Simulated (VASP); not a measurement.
Consider the following.

```xyz
4
Lattice="2.0630 -3.5731 0.0000 2.0630 3.5731 0.0000 0.0000 0.0000 6.7034" Properties=species:S:1:pos:R:3 pbc="T T T"
Cd     2.0630    -1.1910     3.3518
Cd     2.0630     1.1910     0.0001
S      2.0630    -1.1910     5.8788
S      2.0630     1.1910     2.5271
```

Computed with PBEsol GGA, VASP's PBE PAW potentials (set 64) (plane waves; VASP). Settings: 480 eV cut-off, 6×6×4 Γ-centred mesh, Gaussian smearing of 0.050 eV, potentials Cd S.

What does the run give for the energy per atom (σ→0), band gap (on the k-mesh) with the smallest direct gap where there is one?

```yaml
band gap (on the k-mesh): 1.10 eV
smallest direct gap (on the k-mesh): 1.10 eV
energy per atom (σ→0): -3.407 eV/atom
```

The compound is CdS in the wurtzite structure. It was relaxed first.
